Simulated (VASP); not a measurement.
# What spin-orbit coupling changes in Te2Mo, part 3 of 4

Aim: run bands, DOS and a relaxation of Te2Mo twice, without and with spin-orbit coupling. All runs use LDA. Left out of this account: 1 further run (self-consistent run: a reference on another mesh). The start is a cell from a database of measured crystal structures.

VASP 6.6.1, plane waves and PAW; the level of theory is named at each step.

So far, least gap on mesh and path (eV): step 2 (bands along the symmetry lines (LDA)) 0.672; step 3 (bands along the symmetry lines (LDA + SOC)) 0.656.

## 5. Total and projected DOS (LDA + SOC)

This step: LDA, spin-orbit coupling; plane waves and PAW (Te, Mo_sv) (VASP 6.6.1).

Here the states are counted by energy and projected on the atoms.

INCAR

```
SYSTEM = Te2Mo
PREC = Accurate
ENCUT = 400
EDIFF = 1E-06
NELM = 100
ISMEAR = -5
SIGMA = 0.05
LREAL = .FALSE.
ALGO = Normal
GGA = CA
LNONCOLLINEAR = .TRUE.
MAGMOM = 0 0 0 0 0 0 0 0 0 0 0 0 0 0 0 0 0 0
NBANDS = 64
GGA_COMPAT = .FALSE.
LASPH = .TRUE.
LSORBIT = .TRUE.
LMAXMIX = 4
LORBIT = 11
LWAVE = .FALSE.
LCHARG = .FALSE.
KPAR = 4
NEDOS = 2001
```

POSCAR

```
Te2Mo
1.0
    3.5182000000      0.0000000000      0.0000000000
   -1.7591000000      3.0468505756      0.0000000000
    0.0000000000      0.0000000000     13.9736000000
Te Mo
4 2
Direct
    0.3333333333      0.6666666667      0.6210000000
    0.6666666667      0.3333333333      0.1210000000
    0.3333333333      0.6666666667      0.8790000000
    0.6666666667      0.3333333333      0.3790000000
    0.3333333333      0.6666666667      0.2500000000
    0.6666666667      0.3333333333      0.7500000000
```

KPOINTS

```
Automatic mesh
0
Gamma
7 7 2
0 0 0
```

Potentials, in the order of the species: Te and Mo_sv (LDA family, release 64).

Command:

```sh
> mpirun -np 4 vasp_ncl
```

The program printed:

```text
[... set-up lines as in an earlier step ...]
 entering main loop
       N       E                     dE             d eps       ncg     rms          rms(c)
DAV:   1     0.372934142539E+03    0.37293E+03   -0.23599E+04  2496   0.119E+03
DAV:   2    -0.156153190672E+02   -0.38855E+03   -0.37642E+03  2600   0.319E+02
DAV:   3    -0.423015698579E+02   -0.26686E+02   -0.26144E+02  2488   0.696E+01
DAV:   4    -0.432325989474E+02   -0.93103E+00   -0.92473E+00  2576   0.121E+01
DAV:   5    -0.432608922324E+02   -0.28293E-01   -0.28273E-01  2632   0.222E+00    0.232E+01
DAV:   6    -0.423773229618E+02    0.88357E+00   -0.77478E+00  2424   0.156E+01    0.963E+00
DAV:   7    -0.421840473480E+02    0.19328E+00   -0.55917E+00  2296   0.118E+01    0.681E+00
DAV:   8    -0.418576993630E+02    0.32635E+00   -0.11103E+00  2344   0.562E+00    0.363E+00
DAV:   9    -0.418541846873E+02    0.35147E-02   -0.13358E-01  2520   0.163E+00    0.117E+00
DAV:  10    -0.418516554245E+02    0.25293E-02   -0.48327E-03  2608   0.404E-01    0.646E-01
DAV:  11    -0.418512950336E+02    0.36039E-03   -0.11255E-03  2624   0.211E-01    0.395E-01
DAV:  12    -0.418512074331E+02    0.87601E-04   -0.13420E-03  2464   0.211E-01    0.141E-01
DAV:  13    -0.418511702203E+02    0.37213E-04   -0.19731E-04  2416   0.918E-02    0.787E-02
DAV:  14    -0.418511652422E+02    0.49782E-05   -0.50488E-05  2472   0.312E-02    0.358E-02
DAV:  15    -0.418511631291E+02    0.21131E-05   -0.76302E-06  2256   0.131E-02    0.164E-02
DAV:  16    -0.418511628835E+02    0.24563E-06   -0.71482E-07  1424   0.408E-03
   1 F= -.41851163E+02 E0= -.41851163E+02  d E =0.000000E+00  mag=     0.0000     0.0000     0.0000
```

Elapsed: 48 s, on 4 MPI ranks of Intel Xeon 6975P-C (Granite Rapids), shared host; peak memory 1.7 GiB.

OUTCAR, selected parts (step 5):

```text
   NELECT =      52.0000    total number of electrons

 E-fermi :   8.0554

 k-point     1 :       0.0000    0.0000    0.0000
  band No.  band energies     occupation
    ...
     48       7.1052      1.00000
     49       7.6839      1.00000
     50       7.6839      1.00000
     51       8.0441      1.00000
     52       8.0441      1.00000
     53      10.5724      0.00000
     54      10.5724      0.00000
     55      10.7009      0.00000
     56      10.7009      0.00000
     57      10.8352      0.00000
    ...

  Total       -2.6922969     -2.6922969     -2.5212603      0.0000000      0.0000000     -0.0000000
  in kB      -28.7974177    -28.7974177    -26.9679717      0.0000000      0.0000000     -0.0000000
  external PRESSURE =     -28.1876024 kB  Pullay stress =       0.0000000 kB

 POSITION                                       TOTAL-FORCE (eV/Angst)
 -----------------------------------------------------------------------------------
     -0.00000      2.03123      8.67761         0.000000     -0.000000      0.220831
      1.75910      1.01562      1.69081        -0.000000     -0.000000      0.220831
     -0.00000      2.03123     12.28279         0.000000      0.000000     -0.220831
      1.75910      1.01562      5.29599         0.000000      0.000000     -0.220831
     -0.00000      2.03123      3.49340         0.000000     -0.000000      0.000000
      1.75910      1.01562     10.48020        -0.000000     -0.000000      0.000000
 -----------------------------------------------------------------------------------
    total drift:                               -0.000000      0.000000     -0.000000

  FREE ENERGIE OF THE ION-ELECTRON SYSTEM (eV)
  ---------------------------------------------------
  free  energy   TOTEN  =       -41.8511628835 eV

  energy  without entropy=      -41.8511628835  energy(sigma->0) =      -41.85116288

 Spin-Orbit-Coupling matrix elements
 Ion:    1  E_soc:     -0.2106863
 Ion:    2  E_soc:     -0.2106863
 Ion:    3  E_soc:     -0.2106863
 Ion:    4  E_soc:     -0.2106863
 Ion:    5  E_soc:     -0.2131348
 Ion:    6  E_soc:     -0.2131348

 magnetization (x)
# of ion       s       p       d       tot
------------------------------------------
    1       -0.000  -0.000  -0.000  -0.000
    2        0.000   0.000   0.000   0.000
    3        0.000   0.000   0.000   0.000
    4       -0.000  -0.000  -0.000  -0.000
    5       -0.000   0.000  -0.000  -0.000
    6       -0.000   0.000  -0.000  -0.000
--------------------------------------------------
tot         -0.000   0.000  -0.000  -0.000

 magnetization (y)
# of ion       s       p       d       tot
------------------------------------------
    1       -0.000   0.000  -0.000  -0.000
    2        0.000   0.000   0.000   0.000
    3       -0.000   0.000   0.000  -0.000
    4        0.000   0.000   0.000   0.000
    5        0.000   0.000   0.000   0.000
    6        0.000   0.000   0.000   0.000
--------------------------------------------------
tot         -0.000   0.000   0.000  -0.000

[... 15 parts as in an earlier step ...]

[... 3 further parts left out ...]
```

This step gave:

```yaml
scf_cycles: 16
bands: 64
free_energy_toten: -41.85 eV
fermi_energy: 8.055 eV
pressure: -2.819 GPa
gap_on_the_k_mesh: 0.7875 eV
least_direct_gap_on_the_k_mesh: 1.201 eV
```

On-site spin-orbit energy by atom:

```tsv
atom	on-site spin-orbit energy (eV)
Te1	-0.211
Te2	-0.211
Te3	-0.211
Te4	-0.211
Mo5	-0.213
Mo6	-0.213
```

The density of states has structure finer than the step of the table below, so its rows give means over 0.5 eV, whole bins alone (the curve runs from -12.0 to 1.48 eV). Peaks (eV: height): total -4.90: 9.08, -1.47: 8.43, -0.55: 9.33, 1.27: 8.79; Mo d -1.47: 3.30, -1.04: 3.10, -0.55: 4.24, 1.27: 5.93; Te p -4.90: 2.86, -3.29: 1.91, -1.68: 2.33, -0.62: 2.11; Te s -10.73: 5.20; Mo p -2.03: 0.115, -1.68: 0.135, -1.18: 0.147, -0.62: 0.127.

States under -12.0 eV and over 1.5 eV are left out. Density of states against energy, zero at the valence-band top; means over each step; values in states/eV/cell:

```tsv
energy (eV)	total	Mo d	Te p	Te s	Mo p	Mo s
-11.5	3.38	0.0529	0.0350	2.11	0.0452	0.0432
-11.0	5.72	0.167	0.0547	3.74	0.0709	0.0405
-10.5	3.71	0.191	0.0228	2.50	0.0201	0.00368
-10.0	0	0	0	0	0	0
-9.5	0	0	0	0	0	0
-9.0	0	0	0	0	0	0
-8.5	0	0	0	0	0	0
-8.0	0	0	0	0	0	0
-7.5	0	0	0	0	0	0
-7.0	0	0	0	0	0	0
-6.5	0	0	0	0	0	0
-6.0	0.0133	9.3e-4	0.00361	2.4e-4	2.0e-5	0.00113
-5.5	2.01	0.182	0.616	0.0242	0.0181	0.118
-5.0	5.83	0.737	1.81	0.0707	0.0665	0.209
-4.5	4.24	0.648	1.34	0.0739	0.0525	0.0812
-4.0	2.53	0.423	0.774	0.0751	0.0308	0.0695
-3.5	6.13	1.19	1.83	0.182	0.0927	0.140
-3.0	4.50	1.18	1.32	0.0920	0.0560	0.0636
-2.5	5.66	1.92	1.58	0.0747	0.0608	0.0358
-2.0	6.58	2.00	1.91	0.0976	0.100	0.0408
-1.5	6.79	2.36	1.83	0.0814	0.116	0.0287
-1.0	4.77	2.06	1.02	0.0391	0.0734	0.0174
-0.5	6.45	2.77	1.53	0.0577	0.0852	0.0398
0.0	0.475	0.185	0.125	0.00937	0.00637	0.00674
0.5	0.00233	0.00136	2.0e-4	4.7e-5	7.8e-6	1.6e-5
1.0	3.99	2.59	0.334	0.0538	0.0150	0.0402
```

Force by atom:

```tsv
atom	x (eV/Å)	y (eV/Å)	z (eV/Å)	size
Te1	0.000	0.000	0.221	0.221
Te2	0.000	0.000	0.221	0.221
Te3	0.000	0.000	-0.221	0.221
Te4	0.000	0.000	-0.221	0.221
Mo5	0.000	0.000	0.000	0.000
Mo6	0.000	0.000	0.000	0.000
```

The gap on this mesh is 0.79 eV, over the 0.66 eV of the band run, since this mesh misses a band edge. In the top eV of the valence band the largest shares in the PAW spheres are Mo d 43 % and Te p 23 %; in the lowest eV of the conduction band, Mo d 64 % and Te p 9 %. The rest lies in smaller channels or between the spheres.

## 6. Relaxing cell and atoms (LDA)

This step: LDA; plane waves and PAW (Te, Mo_sv) (VASP 6.6.1).

Last, the cell itself: ISIF = 3 frees volume, shape and positions, first without the coupling.

INCAR

```
SYSTEM = Te2Mo
PREC = Accurate
ENCUT = 400
EDIFF = 1E-06
NELM = 100
ISMEAR = -1
SIGMA = 0.05
LREAL = .FALSE.
ALGO = Normal
GGA = CA
NBANDS = 32
LASPH = .TRUE.
LORBIT = 11
LWAVE = .FALSE.
LCHARG = .FALSE.
KPAR = 4
IBRION = 2
NSW = 60
ISIF = 3
EDIFFG = -0.01
```

POSCAR is that of step 5.

KPOINTS is that of step 5.

Command:

```sh
> mpirun -np 4 vasp_std
```

The program printed:

```text
[... set-up lines as in an earlier step ...]
 entering main loop
       N       E                     dE             d eps       ncg     rms          rms(c)
DAV:   1     0.349499641653E+03    0.34950E+03   -0.24108E+04  1240   0.119E+03
DAV:   2    -0.208567078540E+02   -0.37036E+03   -0.36118E+03  1256   0.319E+02
DAV:   3    -0.421143654506E+02   -0.21258E+02   -0.21004E+02  1312   0.633E+01
DAV:   4    -0.426210413507E+02   -0.50668E+00   -0.50607E+00  1200   0.987E+00
DAV:   5    -0.426357021297E+02   -0.14661E-01   -0.14658E-01  1376   0.169E+00    0.222E+01
DAV:   6    -0.417525173534E+02    0.88318E+00   -0.83385E+00  1216   0.155E+01    0.895E+00
DAV:   7    -0.416320102663E+02    0.12051E+00   -0.73149E+00  1112   0.123E+01    0.642E+00
DAV:   8    -0.412281704843E+02    0.40384E+00   -0.14606E+00  1176   0.603E+00    0.282E+00
DAV:   9    -0.412291537642E+02   -0.98328E-03   -0.23523E-01  1296   0.222E+00    0.119E+00
DAV:  10    -0.412207805988E+02    0.83732E-02   -0.47761E-02  1264   0.121E+00    0.255E-01
DAV:  11    -0.412209271360E+02   -0.14654E-03   -0.25820E-03  1376   0.247E-01    0.245E-01
DAV:  12    -0.412209152147E+02    0.11921E-04   -0.26731E-04  1240   0.736E-02    0.138E-01
DAV:  13    -0.412208719392E+02    0.43275E-04   -0.91585E-05  1312   0.562E-02    0.832E-02
DAV:  14    -0.412208653460E+02    0.65932E-05   -0.22949E-05  1272   0.213E-02    0.309E-02
DAV:  15    -0.412208651446E+02    0.20143E-06   -0.35906E-07   752   0.363E-03
   1 F= -.41220865E+02 E0= -.41220850E+02  d E =-.412209E+02
 curvature:   0.00 expect dE= 0.000E+00 dE for cont linesearch  0.000E+00
 trial: gam= 0.00000 g(F)=  0.109E-01 g(S)=  0.182E+00 ort = 0.000E+00 (trialstep = 0.100E+01)
 search vector abs. value=  0.193E+00
 bond charge predicted
       N       E                     dE             d eps       ncg     rms          rms(c)
DAV:   1    -0.436961035745E+02   -0.24752E+01   -0.57617E+01  1040   0.584E+01    0.189E+01
DAV:   2    -0.418635161464E+02    0.18326E+01   -0.17735E+01  1112   0.260E+01    0.729E+00
DAV:   3    -0.412533138875E+02    0.61020E+00   -0.51417E+00  1104   0.102E+01    0.447E+00
DAV:   4    -0.411676362386E+02    0.85678E-01   -0.41898E-01  1064   0.355E+00    0.149E+00
DAV:   5    -0.411498252649E+02    0.17811E-01   -0.16775E-01  1232   0.238E+00    0.169E+00
DAV:   6    -0.411438727266E+02    0.59525E-02   -0.56704E-02  1144   0.973E-01    0.364E-01
DAV:   7    -0.411431561834E+02    0.71654E-03   -0.13981E-02  1192   0.666E-01    0.314E-01
DAV:   8    -0.411431581463E+02   -0.19629E-05   -0.41957E-04  1200   0.102E-01    0.212E-01
DAV:   9    -0.411430528556E+02    0.10529E-03   -0.47071E-04  1248   0.123E-01    0.956E-02
DAV:  10    -0.411430508796E+02    0.19760E-05   -0.30697E-05  1192   0.243E-02    0.826E-02
DAV:  11    -0.411430510516E+02   -0.17205E-06   -0.15973E-06   776   0.544E-03
   2 F= -.41143051E+02 E0= -.41143029E+02  d E =0.778141E-01
[... from here on, the cycles between the ionic steps are left out ...]
   3 F= -.41256850E+02 E0= -.41256834E+02  d E =-.359852E-01
   4 F= -.41256857E+02 E0= -.41256840E+02  d E =-.359919E-01
   5 F= -.41262379E+02 E0= -.41262365E+02  d E =-.552149E-02
   6 F= -.41262688E+02 E0= -.41262675E+02  d E =-.583065E-02
   7 F= -.41263505E+02 E0= -.41263491E+02  d E =-.816956E-03
   8 F= -.41265218E+02 E0= -.41265200E+02  d E =-.253000E-02
   9 F= -.41265149E+02 E0= -.41265120E+02  d E =-.246132E-02
  10 F= -.41265787E+02 E0= -.41265765E+02  d E =-.309919E-02
  11 F= -.41266145E+02 E0= -.41266122E+02  d E =-.357949E-03
  12 F= -.41266509E+02 E0= -.41266482E+02  d E =-.722169E-03
  13 F= -.41266511E+02 E0= -.41266484E+02  d E =-.723709E-03
  14 F= -.41266423E+02 E0= -.41266398E+02  d E =-.635869E-03
  15 F= -.41266506E+02 E0= -.41266480E+02  d E =-.719586E-03
  16 F= -.41266510E+02 E0= -.41266483E+02  d E =-.722942E-03
  17 F= -.41266511E+02 E0= -.41266484E+02  d E =-.723655E-03
 curvature:  -0.10 expect dE=-0.827E-05 dE for cont linesearch -0.677E-06
 ZBRENT: accuracy reached
 trial: gam=-0.04230 g(F)=  0.108E-04 g(S)=  0.728E-04 ort = 0.334E-03 (trialstep = 0.183E+00)
 search vector abs. value=  0.845E-04
 bond charge predicted
       N       E                     dE             d eps       ncg     rms          rms(c)
DAV:   1    -0.412665316463E+02   -0.20802E-04   -0.39724E-04  1024   0.138E-01    0.286E-02
DAV:   2    -0.412665235261E+02    0.81202E-05   -0.22650E-05  1048   0.306E-02    0.804E-03
DAV:   3    -0.412665220399E+02    0.14861E-05   -0.39236E-06   936   0.937E-03    0.616E-03
DAV:   4    -0.412665218697E+02    0.17021E-06   -0.15898E-06   656   0.761E-03
  18 F= -.41266522E+02 E0= -.41266496E+02  d E =-.113658E-04
 ZBRENT: can't locate minimum, use default step
 trial-energy change:   -0.000011  1 .order   -0.000012   -0.000013   -0.000012
 step:   0.7319(harm=  4.0031)  dis= 0.00001  next Energy=   -41.266650 (dE=-0.139E-03)
 reached required accuracy - stopping structural energy minimisation
```

Elapsed: 76 s, on 4 MPI ranks; peak memory 0.83 GiB.

OUTCAR, selected parts (step 6):

```text
   k-points           NKPTS =     16   k-points in BZ     NKDIM =     16   number of bands    NBANDS=     32

   NELECT =      52.0000    total number of electrons

 E-fermi :   8.9443

 k-point     1 :       0.0000    0.0000    0.0000
  band No.  band energies     occupation
    ...
     22       7.5210      2.00000
     23       7.5624      2.00000
     24       7.5624      2.00000
     25       8.3696      1.99998
     26       8.6032      1.99782
     27      11.5857      0.00000
     28      11.5857      0.00000
     29      11.7449      0.00000
     30      11.7449      0.00000
     31      11.8162      0.00000
    ...

  Total       -0.0442122     -0.0442122      0.0515493      0.0000000      0.0000000      0.0000000
  in kB       -0.4931884     -0.4931884      0.5750349      0.0000000      0.0000000      0.0000000
  external PRESSURE =      -0.1371140 kB  Pullay stress =       0.0000000 kB

 POSITION                                       TOTAL-FORCE (eV/Angst)
 -----------------------------------------------------------------------------------
     -0.00000      2.00586      8.50631        -0.000000      0.000000     -0.006938
      1.73713      1.00293      1.63632         0.000000     -0.000000     -0.006938
     -0.00000      2.00586     12.10366        -0.000000      0.000000      0.006938
      1.73713      1.00293      5.23367        -0.000000     -0.000000      0.006938
     -0.00000      2.00586      3.43499        -0.000000      0.000000     -0.000000
      1.73713      1.00293     10.30498         0.000000     -0.000000     -0.000000
 -----------------------------------------------------------------------------------
    total drift:                               -0.000000      0.000000     -0.000000

  FREE ENERGIE OF THE ION-ELECTRON SYSTEM (eV)
  ---------------------------------------------------
  free  energy   TOTEN  =       -41.2665218697 eV

  energy  without entropy=      -41.2664691602  energy(sigma->0) =      -41.26649551

 reached required accuracy - stopping structural energy minimisation

[... 7 parts as in an earlier step ...]

[... 9 further parts left out ...]
```

The bonds form layers, held to each other by dispersion, which LDA lacks; its overbinding stands in for it by accident. The run keeps the 24 symmetry operations of its start, so it cannot find a distortion of lower symmetry.

Relaxation path:

```tsv
step	energy less that of the first step (eV)	largest force (eV/Å)	pressure (GPa)	volume (Å³)
1	0.0000	0.2382	-2.94	149.79
2	0.0778	0.9391	5.56	140.08
3	-0.0360	0.1555	-0.15	146.20
4	-0.0360	0.1635	-0.10	146.13
5	-0.0415	0.0756	-0.03	145.37
6	-0.0418	0.0510	-0.02	145.15
7	-0.0426	0.0381	-0.08	145.03
8	-0.0444	0.0010	-0.25	144.68
9	-0.0443	0.0788	-0.56	143.97
10	-0.0449	0.0365	-0.39	144.35
11	-0.0453	0.0236	-0.29	144.14
12	-0.0456	0.0098	-0.01	143.60
13	-0.0456	0.0083	0.01	143.62
14	-0.0456	0.0077	-0.15	143.88
15	-0.0456	0.0046	-0.05	143.69
16	-0.0456	0.0063	-0.06	143.66
17	-0.0456	0.0075	-0.04	143.64
18	-0.0457	0.0069	-0.01	143.63
```

```tsv
conventional cell, symmetrised	before	after	change
a (Å)	3.518	3.474	-1.2 %
b (Å)	3.518	3.474	-1.2 %
c (Å)	13.974	13.740	-1.7 %
volume (Å³/atom)	24.96	23.94	-4.1 %
```

The atoms that moved most (Å, as changes of fractional coordinates times the final cell):

```tsv
atom	dx	dy	dz	length
Te1	0.000	0.000	-0.026	0.026
Te3	0.000	0.000	0.026	0.026
Te4	0.000	0.000	0.026	0.026
Te2	0.000	0.000	-0.026	0.026
```

The relaxed structure:

```cif
data_structure
_symmetry_space_group_name_H-M 'P 1'
_symmetry_Int_Tables_number 1
_cell_length_a 3.4743
_cell_length_b 3.4743
_cell_length_c 13.7400
_cell_angle_alpha 90.000
_cell_angle_beta 90.000
_cell_angle_gamma 120.000
_cell_volume 143.63
loop_
_atom_site_label
_atom_site_type_symbol
_atom_site_fract_x
_atom_site_fract_y
_atom_site_fract_z
_atom_site_occupancy
Te1 Te 0.33333 0.66667 0.61909 1
Te2 Te 0.66667 0.33333 0.11909 1
Te3 Te 0.33333 0.66667 0.88091 1
Te4 Te 0.66667 0.33333 0.38091 1
Mo5 Mo 0.33333 0.66667 0.25000 1
Mo6 Mo 0.66667 0.33333 0.75000 1
```

Numbers from this step:

| Property | Result |
| --- | --- |
| bands | 32 |
| free energy (TOTEN) | -41.27 eV |
| Fermi energy | 8.944 eV |
| pressure | -0.01371 GPa |
| SCF cycles over all ionic steps | 132 |
| gap on the k-mesh | 0.7599 eV |
| least direct gap on the k-mesh | 1.276 eV |

It ends with a largest force of 0.007 eV/Å and a pressure of -0.01 GPa.

[end of part 3 of 4]

[Lines on the potential files, build, host, timing and source positions are cut from VASP's logs without a mark.]

[Logs are printed without paths, hosts, clocks, repeated set-up lines and the standing remarks that a program may print on its own settings, such as how far it seeks lower states.]

[Hosts, paths, dates, database ids (printed as entryN), source tags and the programs' standing remarks are cut or masked in the printed files.]

[A measured line is paired with the nearest computed mode of its activity, which favours agreement.]
